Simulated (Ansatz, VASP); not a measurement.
# HfC: VASP beside Ansatz

Aim: how closely do two programs agree when they are given the same cell, functional and k mesh? The structure shown is the end of the Ansatz relaxation below.

Method: plane waves, with VASP 6.6.1 beside it; LDA, in Ansatz 0.2.0.

## Step 1: The structure

The structure is tetragonal, space group I4/mmm (No. 139). Conventional cell: a = 3.136 Å, b = 3.136 Å, c = 4.627 Å, α = 90.00°, β = 90.00°, γ = 90.00°. Nearest to C lie 6 Hf at 2.22 to 2.31 Å. Nearest to Hf lie 6 C at 2.22 to 2.31 Å. Farther neighbours are not listed.

## Step 2: Ansatz: relaxation, LDA

Ansatz runs on its PAW soft_1 files.

This run makes the geometry at which the two programs are then compared.

input.yaml reads:

```yaml
crystal:
  lattice:
    - [0.0, 2.2177814207, 2.3044544783]
    - [2.2177814207, 0.0, 2.3044544783]
    - [2.2177814207, 2.2177814207, 0.0]
  atoms:
    - { symbol: C, position: [0.0, 0.0, 0.0] }
    - { symbol: Hf, position: [0.5, 0.5, 0.5] }
  conventional_axes: [[-1, 1, 1], [1, -1, 1], [1, 1, -1]]
kpoints:
  mp_grid: { grid: [16, 16, 16] }
hamiltonian:
  xc: lda
  pseudopotentials: { kind: paw, azcp: { folder: soft_1 }, xc_functional: pbe }
scf:
  occupations: { method: methfessel_paxton, width: 0.2 }
output:
  forces: true
  stress: true
  eigenvalues: true
relax:
  adjacent_minimum: "off"
  f_tol: 0.001
  max_steps: 60
  cell: { stress_tol: 0.01, fix: [a, b, gamma] }
```

Launch:

```
> ansatz run input.yaml --threads 4 --pin off --max-ram 10240MiB --backend cpu --events-out ev --progress --plain --runs-dir out
```

Numbers of over 12 decimals in the logs are rounded to 6 here.

The program printed:

```text
Engine: ansatz 0.2.0, aarch64-unknown-linux-gnu
Pseudopotentials: kind: paw
Pseudopotential: C, paw, valence charge 4, recommended cutoff 420 eV (normal), soft_1/C.paw.azcp
Pseudopotential: Hf, paw, valence charge 26, recommended cutoff 420 eV (normal), soft_1/Hf.paw.azcp
Functional definition: SPW92
  exchange = slater_x
  correlation = pw_c
Crystal: 2 atoms, lattice volume = 22.669 Å³
Basis set: ecut = 420 eV, 443 PW (Γ)
Bands: 19, of which v1, the nominal top of the filled ones, is band 15 counted from 1 (14 counted from 0)
Symmetry: 16 space group operations
Space group: I4/mmm (ITA 139), of the structure as read, at distance tolerance 2.8e-5 Å
k-points: 349 of 4096
Non-local potential: C, projectors of the file, l = 0: 2, l = 1: 2, l = 2: 1
Non-local potential: Hf, projectors of the file, l = 0: 3, l = 1: 2, l = 2: 2, l = 3: 3
PAW form: soft (Blöchl's): semilocal exchange-correlation on the pseudo side does not see the compensation charge
PAW frozen core: C, regenerated for the run's functional, and the local potential with it (the file was generated under x = pbe(κ = 0.804, μ = 0.219515), c = pbe(β = 0.066725))
PAW frozen core: Hf, regenerated for the run's functional, and the local potential with it (the file was generated under x = pbe(κ = 0.804, μ = 0.219515), c = pbe(β = 0.066725))
PAW one-centre angular grid: C, 110 points (default); XC on 64 Gauss nodes
PAW one-centre angular grid: Hf, 590 points (default); XC on 64 Gauss nodes
Initial density: superposition of atomic densities (chi_scale 0.1, normalization cell, long waves kept (reshape's long-wave potential 0.00 eV rms))
Initial wavefunctions: pseudopotential atomic-orbital guess
Functional: x = slater, c = lda
SCF iter   1: F=—  HF=-15723.108304 eV  |F-HF|=—  |Δ(HF+E_count)|=         —  Δρ=9.79e-2  dr2=2.82e0  ethr=3.10e-3  ⟨swp⟩=4.9  Hψ=29414  notcnv=0
preconditioner: auto → Kerker (q_TF=auto, 2.859 Å⁻¹)  [metal: Δε(μ)=0.068 eV  Ē_g=17.864 eV  σ=0.200 eV  W_gap=0.28  n_scr=14 (ndim 8)  ℏωp=41.3 eV  f_vac=0.000  D(μ)=0.19/eV (n_scr^D=0)]
SCF iter   2: F=—  HF=-15722.491978 eV  |F-HF|=—  |Δ(HF+E_count)|=   6.16e-1  S|Δr|=    0.00e0  Δρ=3.48e-2  dr2=2.81e-1  ethr=3.10e-3  ⟨swp⟩=2.1  Hψ=11727  notcnv=0
SCF iter   3: F=—  HF=-15722.423862 eV  |F-HF|=—  |Δ(HF+E_count)|=   6.81e-2  S|Δr|=    0.00e0  Δρ=1.38e-2  dr2=2.57e-2  ethr=9.37e-4  ⟨swp⟩=2.0  Hψ=12539  notcnv=0
SCF iter   4: F=—  HF=-15722.418042 eV  |F-HF|=—  |Δ(HF+E_count)|=   5.82e-3  S|Δr|=    0.00e0  Δρ=7.81e-3  dr2=6.84e-3  ethr=8.58e-5  ⟨swp⟩=2.0  Hψ=11737  notcnv=0
SCF iter   5: F=—  HF=-15722.417277 eV  |F-HF|=—  |Δ(HF+E_count)|=   7.65e-4  S|Δr|=    0.00e0  Δρ=1.54e-3  dr2=3.22e-4  ethr=2.28e-5  ⟨swp⟩=2.0  Hψ=10544  notcnv=0
SCF iter   6: F=—  HF=-15722.417150 eV  |F-HF|=—  |Δ(HF+E_count)|=   1.27e-4  S|Δr|=    0.00e0  Δρ=3.04e-4  dr2=2.15e-5  ethr=1.07e-6  ⟨swp⟩=2.4  Hψ=11933  notcnv=0
SCF iter   7: F=—  HF=-15722.417150 eV  |F-HF|=—  |Δ(HF+E_count)|=   4.76e-7  S|Δr|=    0.00e0  Δρ=8.87e-5  dr2=1.27e-6  ethr=7.18e-8  ⟨swp⟩=2.2  Hψ=12041  notcnv=0
SCF iter   8: F=-15722.417150 eV  HF=-15722.417150 eV  |F-HF|=7.02e-9  |Δ(HF+E_count)|=   3.82e-8  S|Δr|=    0.00e0  Δρ=1.50e-5  dr2=3.54e-8  ethr=3.33e-10  ⟨swp⟩=5.0  Hψ=37446  notcnv=0
SCF 1 converged in 8 iterations: F = -15722.417150 eV  dr2 = 3.54e-8
  greatest PAW one-centre occupation: 0.998 electrons in one spin orbital (limit 2), on the Hf atom at site 1 (counted from 0), in its partial waves of l = 3
relax step   1: F+E_penalty+E_count = -15722.41714970 eV  Δ(F+E_penalty+E_count) = +0.000e0 eV  max|allowed force component| = 4.250e-29 eV/Å  Δτ_max = 0.0000 Å  P = +16.159 GPa  Ω = 22.669 Å³  fix = [a, b, gamma]  reactions: a +23.132, b +23.132 GPa  (8 SCF iters, dr2 threshold 1.00e-7 eV, accepted)
[...]
relax step   4: F+E_penalty+E_count = -15722.41762305 eV  Δ(F+E_penalty+E_count) = -7.569e-7 eV  max|allowed force component| = 4.098e-29 eV/Å  Δτ_max = 0.0000 Å  P = +15.089 GPa  Ω = 22.757 Å³  energy of the carried Pulay correction = -1.279e-4 eV  fix = [a, b, gamma]  reactions: a +22.633, b +22.633 GPa  (4 SCF iters, dr2 threshold 3.73e-10 eV, accepted)
[...]
relax step   5: F+E_penalty+E_count = -15722.41774544 eV  Δ(F+E_penalty+E_count) = -1.224e-4 eV  max|allowed force component| = 7.810e-29 eV/Å  Δτ_max = 0.0000 Å  P = +15.096 GPa  Ω = 22.757 Å³  fix = [a, b, gamma]  reactions: a +22.638, b +22.638 GPa  stress off target by 1.38e-2 GPa on what of the cell is left free  SCF on the basis re-selected at this cell (its energy is not comparable with the rows above)  (6 SCF iters)
[...]
relax step   6: F+E_penalty+E_count = -15722.41774467 eV  Δ(F+E_penalty+E_count) = +7.725e-7 eV  max|allowed force component| = 1.160e-28 eV/Å  Δτ_max = 0.0000 Å  P = +15.090 GPa  Ω = 22.757 Å³  energy of the carried Pulay correction = -7.963e-7 eV  fix = [a, b, gamma]  reactions: a +22.635, b +22.635 GPa  (3 SCF iters, dr2 threshold 4.75e-10 eV, accepted)
[...]
relax step   7: F+E_penalty+E_count = -15722.41774550 eV  Δ(F+E_penalty+E_count) = -8.336e-7 eV  max|allowed force component| = 1.523e-28 eV/Å  Δτ_max = 0.0000 Å  P = +15.090 GPa  Ω = 22.757 Å³  fix = [a, b, gamma]  reactions: a +22.635, b +22.635 GPa  stress off target by 1.61e-4 GPa on what of the cell is left free  SCF on the basis re-selected at this cell (its energy is not comparable with the rows above)  (5 SCF iters)
basis re-selected at this cell: Δ(F+E_penalty+E_count) = -8.336e-7 eV, ΔP = -0.000 GPa vs the last step (what re-selecting the basis moved, of the pressure what is left beyond the Pulay correction that the steps carried, after the strain that the cell walked since its last selection, with what the two solves' SCF thresholds leave and, on support functions, any second-order correction that the steps lacked; it is no m [...]
SCF converged after 5 iterations
Stability not checked: this state was not tested for a lower state beside it, because cold or Methfessel-Paxton smearing, or corrected tetrahedra, fill the levels in a way that the test cannot read (fill_not_monotonic; see scf.lower_state_search)
Free energy (F): -15722.417746 eV
Harris-Foulkes:  -15722.417746 eV  (|F-HF|=0.00e0)
Internal energy: -15722.418262 eV  (E = F + TS)
E sigma→0 (E₀):  -15722.417875 eV
Entropy (-TS):   0.000516 eV (0.258 meV/atom)
Fermi energy:    20.363845 eV
--- Per-component energies (eV) ---
  E_band       = 124.733332
  E_kinetic    = 501.737387
  E_local      = -5967.399720  (includes V_loc(G=0)·N_el)
  E_nonlocal   = 100.036036
  E_hartree    = 2944.411210
  E_xc         = -314.433886
  E_vxc        = -317.122832  (∫ρ·V_xc dr)
  E_paw        = -7549.757095  (= ΣΔE_a)
  E_vpaw       = -81.340103  (= ΣTr[D̂ρ^β])
  E_aug_tail   = 0.000123  (compensation charges beyond the density's cutoff)
  E_ewald      = -5439.532236
  E_core_change = 2.519920  (= ΣΔE_core)
  E_smearing   = 0.000516  (= −TS)
  E_closure    = -0.000000  (closes the sum)
  Σ components = -15722.417746   (vs F -15722.417746, Δ=0.00e0)
--- Forces (eV/Å), atoms counted from 1 ---
  atom   1  C     -0.00000000     0.00000000     0.00000000
  atom   2  Hf     0.00000000    -0.00000000     0.00000000
  max |Σ_I F_I| component: 3.08e-28 eV/Å
--- Stress (GPa, compression-positive) ---
       22.634696      -0.000000      -0.000000
       -0.000000      22.634696      -0.000000
       -0.000000      -0.000000       0.000161
  P = ⅓ Tr σ = 15.0899 GPa (150.899 kbar)
--- Band table (eV; the first three rows and the last of 349) ---
  k-point 0: bands = [... 11 lower, 9.7396, 21.2847, 21.2971, 21.5774, 21.5774, 21.7879, 21.7879, 23.4611]
  k-point 1: bands = [... 11 lower, 9.7391, 20.5447, 20.7112, 20.9876, 21.7907, 22.0192, 22.3112, 24.0407]
  k-point 2: bands = [... 11 lower, 9.7389, 19.4534, 19.8340, 20.0781, 22.1676, 22.3617, 22.7848, 25.2176]
  k-point 348: bands = [... 11 lower, 9.6962, 17.5692, 18.1763, 20.6079, 20.6079, 26.1034, 27.6975, 27.6975]
--- Relaxed structure (5 steps of the walk, 5 accepted, 2 SCFs on fresh bases) ---
  F+E_penalty+E_count = -15722.41774550 eV   max|allowed force component| = 1.523e-28 eV/Å   (the final SCF, on the basis selected at the relaxed cell)
  cell:  # Å, volume = 22.7573 Å³
    - [0, 2.2177814207, 2.313409]
    - [2.2177814207, 0, 2.313409]
    - [2.2177814207, 2.2177814207, 0]
  atoms:
    - { symbol: C, position: [0, 0, 0] }
    - { symbol: Hf, position: [0.500000, 0.500000, 0.500000] }
```

## Step 3: VASP: single point, LDA, pair 1

The same cell, functional (in two slightly different forms), mesh and smearing now go to VASP, with its own data sets.

Lines of VASP's logs that name or quote its potential files are left out, and so is its time.

INCAR reads:

```
SYSTEM = HfC
PREC = Accurate
ENCUT = 600
EDIFF = 1E-06
NELM = 120
ISMEAR = 1
SIGMA = 0.2
LREAL = .FALSE.
ALGO = Normal
GGA = PW92
NBANDS = 13
LASPH = .TRUE.
LORBIT = 11
LWAVE = .FALSE.
LCHARG = .FALSE.
ISIF = 2
GGA_COMPAT = .FALSE.
KPAR = 2
```

POSCAR reads:

```
HfC
1.0
    0.0000000000      2.2177814207      2.3134090912
    2.2177814207      0.0000000000      2.3134090912
    2.2177814207      2.2177814207      0.0000000000
C Hf
1 1
Direct
    0.0000000000      0.0000000000      0.0000000000
    0.5000000000      0.5000000000      0.5000000000
```

KPOINTS reads:

```
Automatic mesh
0
Gamma
16 16 16
0 0 0
```

Potentials, in the order of the species: C and Hf_pv (LDA family, release 64).

Launch:

```
> mpirun -np 2 vasp_std
```

The program printed:

```text
[banner, memory and clock lines left out]
running    2 mpi-ranks, on    1 nodes
 distrk:  each k-point on    1 cores,    2 groups
 distr:  one band on    1 cores,    1 groups

 POSCAR found type information on POSCAR C Hf
 POSCAR found :  2 types and       2 ions
|                                                                             |
|               ----> ADVICE to this user running VASP <----                  |
|                                                                             |
|     You enforced a specific xc type in the INCAR file but a different       |
|     [... a line on the potential file left out ...]
|     I HOPE YOU KNOW WHAT YOU ARE DOING!                                     |
|                                                                             |

 LDA part: xc-table for (Slater(with rela. corr.)+PW92), standard interpolation
 POSCAR, INCAR and KPOINTS ok, starting setup
 FFT: planning ... GRIDC
 FFT: planning ... GRID_SOFT
 FFT: planning ... GRID
 WAVECAR not read
 entering main loop
       N       E                     dE             d eps       ncg     rms          rms(c)
DAV:   1     0.245373128248E+02    0.24537E+02   -0.87026E+03  9098   0.120E+03
DAV:   2    -0.242223831239E+02   -0.48760E+02   -0.45837E+02 11441   0.224E+02
DAV:   3    -0.259022897265E+02   -0.16799E+01   -0.16704E+01 11342   0.298E+01
DAV:   4    -0.259112653986E+02   -0.89757E-02   -0.89695E-02 10202   0.256E+00
DAV:   5    -0.259113253025E+02   -0.59904E-04   -0.59903E-04 11381   0.192E-01    0.699E+01
DAV:   6    -0.228677026197E+02    0.30436E+01   -0.13474E+01 10444   0.198E+01    0.485E+01
DAV:   7    -0.228130208309E+02    0.54682E-01   -0.56058E-01 10679   0.533E+00    0.252E+01
DAV:   8    -0.227991503779E+02    0.13870E-01   -0.38715E-02 11299   0.158E+00    0.449E+00
DAV:   9    -0.227957125054E+02    0.34379E-02   -0.17927E-02 10804   0.713E-01    0.173E+00
DAV:  10    -0.227953243574E+02    0.38815E-03   -0.13128E-03 10960   0.268E-01    0.986E-02
DAV:  11    -0.227953248214E+02   -0.46406E-06   -0.60367E-05 10934   0.682E-02    0.683E-02
DAV:  12    -0.227953244323E+02    0.38915E-06   -0.98859E-07  8099   0.909E-03
   1 F= -.22795324E+02 E0= -.22795492E+02  d E =0.504098E-03
```

From OUTCAR (step 3):

```text
ion  position               nearest neighbor table
   1  0.000  0.000  0.000-   2 2.22   2 2.22   2 2.22   2 2.22   2 2.31   2 2.31
   2  0.500  0.500  0.500-   1 2.22   1 2.22   1 2.22   1 2.22   1 2.31   1 2.31

  LATTYP: Found a body centered tetragonal cell.
 ALAT       =     3.1364165635
 C/A-ratio  =     1.4751924971

 Subroutine GETGRP returns: Found 16 space group operations
 (whereof 16 operations were pure point group operations)

The static configuration has the point symmetry D_4h.

 Found    349 irreducible k-points:

   k-points           NKPTS =    349   k-points in BZ     NKDIM =    349   number of bands    NBANDS=     13

   dimension x,y,z NGX =    28 NGY =   28 NGZ =   28
   dimension x,y,z NGXF=    56 NGYF=   56 NGZF=   56

   ENCUT  =  600.0 eV  44.10 Ry    6.64 a.u.   6.40  6.40  6.26*2*pi/ulx,y,z

   NELECT =      14.0000    total number of electrons

 k-points in reciprocal lattice and weights: Automatic mesh
   0.00000000  0.00000000  0.00000000       0.000
   0.06250000 -0.00000000  0.00000000       0.002
   0.12500000 -0.00000000  0.00000000       0.002
   0.18750000 -0.00000000  0.00000000       0.002
   0.25000000 -0.00000000  0.00000000       0.002
   0.31250000 -0.00000000  0.00000000       0.002
   0.37500000 -0.00000000  0.00000000       0.002
   0.43750000  0.00000000  0.00000000       0.002
   0.50000000 -0.00000000  0.00000000       0.001
[...]
-0.31250000  0.18750000  0.50000000       0.001
  -0.25000000  0.25000000  0.50000000       0.000

 average (electrostatic) potential at core
       1 -51.0308       2 -34.4255

 E-fermi :   6.6770

 k-point     1 :       0.0000    0.0000    0.0000
  band No.  band energies     occupation
      1     -22.2959      2.00000
      2     -22.2559      2.00000
      3     -22.2559      2.00000
      4      -5.9795      2.00000
      5       7.5520     -0.00000
      6       7.6541     -0.00000
      7       7.8334     -0.00000
      8       7.8334     -0.00000
      9       8.1579     -0.00000
    ...

 k-point     2 :       0.0625   -0.0000    0.0000
  band No.  band energies     occupation
      1     -22.3199      2.00000
      2     -22.2788      2.00000
      3     -22.2583      2.00000
      4      -5.8618      2.00000
      5       6.8437      0.00388
      6       7.0127     -0.03898
      7       7.2715     -0.00022
      8       8.1313     -0.00000
      9       8.3763     -0.00000
    ...

 k-point     3 :       0.1250   -0.0000    0.0000
  band No.  band energies     occupation
    ...
      3     -22.2653      2.00000
      4      -5.5204      2.00000
      5       5.7544      2.00000
      6       6.1387      2.00094
      7       6.3752      2.05448
      8       8.5215     -0.00000
      9       8.7223     -0.00000
     10       9.1015     -0.00000
     11      11.5762      0.00000
     12      12.3965      0.00000
    ...

  Total        3.3425974      3.3425974      0.0430083      0.0000000      0.0000000      0.0000000
  in kB      235.3286165    235.3286165      3.0279074      0.0000000      0.0000000      0.0000000
  external PRESSURE =     157.8950468 kB  Pullay stress =       0.0000000 kB

  energy-cutoff  :      600.00
  volume of cell :       22.76
      direct lattice vectors                 reciprocal lattice vectors
     0.000000000  2.217781421  2.313409091    -0.225450531  0.225450531  0.216131251
     2.217781421  0.000000000  2.313409091     0.225450531 -0.225450531  0.216131251
     2.217781421  2.217781421  0.000000000     0.225450531  0.225450531 -0.216131251

 POSITION                                       TOTAL-FORCE (eV/Angst)
 -----------------------------------------------------------------------------------
      0.00000      0.00000      0.00000        -0.000000      0.000000      0.000000
      2.21778      2.21778      2.31341         0.000000     -0.000000      0.000000
 -----------------------------------------------------------------------------------
    total drift:                                0.000000      0.000000      0.000000

  FREE ENERGIE OF THE ION-ELECTRON SYSTEM (eV)
  ---------------------------------------------------
  free  energy   TOTEN  =       -22.7953244323 eV

  energy  without entropy=      -22.7958285303  energy(sigma->0) =      -22.79549246

 total charge
# of ion       s       p       d       tot
------------------------------------------
    1        0.879   1.571   0.000   2.450
    2        0.342   6.754   1.885   8.981
--------------------------------------------------
tot          1.221   8.324   1.885  11.431

[... 3 further parts left out ...]
```

Harder data sets than Hf_pv exist (the GW ones), and pressures, volumes and forces can shift noticeably with them.

## Step 4: Side by side

Known differences besides the potentials themselves: the data sets hold 30 valence electrons in Ansatz (on its PAW soft_1 files) and 14 in VASP; the cutoff is 420 eV in Ansatz and 600 eV in VASP; VASP's log shows a relativistic correction to its local exchange, Ansatz's none; Ansatz's pressure holds a Pulay correction, VASP's none. Total energies have different zeros and are not compared.

Both answers:

```tsv
quantity	Ansatz	VASP	difference
pressure (GPa)	15.09	15.79	-0.70
```

## Step 5: Ansatz: relaxation, LDA

This run makes the geometry at which the two programs are then compared. The cell compared in this pair holds 23.14 Å³, against 22.76 Å³ for the pair before.

The structure compared here is the end of the Ansatz relaxation.

Edit input.yaml of step 2 so:

```diff
@@ -2,5 +2,5 @@
   lattice:
-    - [0.0, 2.2177814207, 2.3044544783]
-    - [2.2177814207, 0.0, 2.3044544783]
-    - [2.2177814207, 2.2177814207, 0.0]
+    - [0.0, 2.2406451467, 2.2954161058]
+    - [2.2406451467, 0.0, 2.2954161058]
+    - [2.2406451467, 2.2406451467, 0.0]
   atoms:
```

Launch:

```
> ansatz run input.yaml --threads 4 --pin off --max-ram 10240MiB --backend cpu --events-out ev --progress --plain --runs-dir out
```

The program printed:

```text
[...]
Crystal: 2 atoms, lattice volume = 23.048 Å³
Basis set: ecut = 420 eV, 459 PW (Γ)
Bands: 19, of which v1, the nominal top of the filled ones, is band 15 counted from 1 (14 counted from 0)
Symmetry: 16 space group operations
[...]
k-points: 349 of 4096
[...]
k-point 348: bands = [... 11 lower, 9.2651, 17.2902, 17.8560, 20.1529, 20.1529, 25.6420, 27.2055, 27.2055]
--- Relaxed structure (5 steps of the walk, 5 accepted, 2 SCFs on fresh bases) ---
[...]
cell:  # Å, volume = 23.1390 Å³
    - [0.0, 2.2406451467, 2.304454]
    - [2.2406451467, 0.0, 2.304454]
    - [2.2406451467, 2.2406451467, 0.0]
  atoms:
    - { symbol: C, position: [0, 0, 0] }
    - { symbol: Hf, position: [0.500000, 0.500000, 0.5] }
[key lines of the parts left out:]
SCF converged after 5 iterations
Free energy (F): -15722.471595 eV
Fermi energy:    19.979052 eV
P = ⅓ Tr σ = 9.4614 GPa (94.614 kbar)
```

(Part 1 of 2 ends here.)

[Lines on the potential files, build, host, timing and source positions are cut from VASP's logs without a mark.]

[Logs are printed without paths, hosts, clocks, repeated set-up lines and the standing remarks that a program may print on its own settings, such as how far it seeks lower states.]

[Hosts, paths, dates, database ids (printed as entryN), source tags and the programs' standing remarks are cut or masked in the printed files.]
